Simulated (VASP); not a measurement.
All values below come from PBE GGA, VASP's PBE PAW potentials (set 64) (plane waves; VASP).

A VASP calculation is set up with these files.

INCAR:
```
SYSTEM = CsH
PREC = Accurate
ENCUT = 300
EDIFF = 1E-6
NELM = 100
ALGO = Normal
LREAL = .FALSE.
LASPH = .TRUE.
ISMEAR = -1
SIGMA = 0.05
GGA = PE
LMAXMIX = 4
LWAVE = .FALSE.
LCHARG = .FALSE.
ISIF = 2
```

File POSCAR:
```
CsH
1
    4.7995300000     0.0000000000     0.0000000000
   -2.3997650000     4.1565150000     0.0000000000
    0.0000000000     0.0000000000     7.8605220000
Cs H
2 2
Direct
  0.6666670000   0.3333330000   0.0000000000
  0.3333330000   0.6666670000   0.5000000000
  0.6666670000   0.3333330000   0.6252000000
  0.3333330000   0.6666670000   0.1252000000
```

KPOINTS:
```
Automatic mesh
0
Gamma
2 2 1
0 0 0
```

POTCAR, in this order: Cs_sv H (PBE.64 set). Program: vasp_std.

Problem. What does the run give for the energy per atom (σ→0), largest force?

Solution. 
```
Item                           Result
---------------------  --------------
energy per atom (σ→0)  -2.270 eV/atom
largest force              0.111 eV/Å
```

**OSZICAR**
```
...
DAV:   9    -0.907706602252E+01    0.11644E-01   -0.12906E-01    68   0.118E+00    0.119E-01
DAV:  10    -0.907822205604E+01   -0.11560E-02   -0.53569E-03    68   0.349E-01    0.115E-01
DAV:  11    -0.907817976596E+01    0.42290E-04   -0.14595E-03    80   0.157E-01    0.466E-02
DAV:  12    -0.907809585261E+01    0.83913E-04   -0.60265E-04    80   0.797E-02    0.319E-03
DAV:  13    -0.907810465434E+01   -0.88017E-05   -0.16255E-05    74   0.203E-02    0.264E-03
DAV:  14    -0.907810589759E+01   -0.12433E-05   -0.10642E-06    64   0.573E-03    0.284E-03
DAV:  15    -0.907810532105E+01    0.57654E-06   -0.15561E-06    58   0.422E-03
   1 F= -.90781053E+01 E0= -.90781053E+01  d E =-.774372E-10
```

The structure was generated: CsH was put into an ordered model structure, which need not be its known phase. The cell was not relaxed at this level. The k-mesh is coarse (spacing up to 0.80 per Å, 2π included), so the numbers may not be converged in it. The run is one of a series of settings (KPOINTS 2×2×1 Γ-centred mesh against the base run), some of them coarse on purpose.
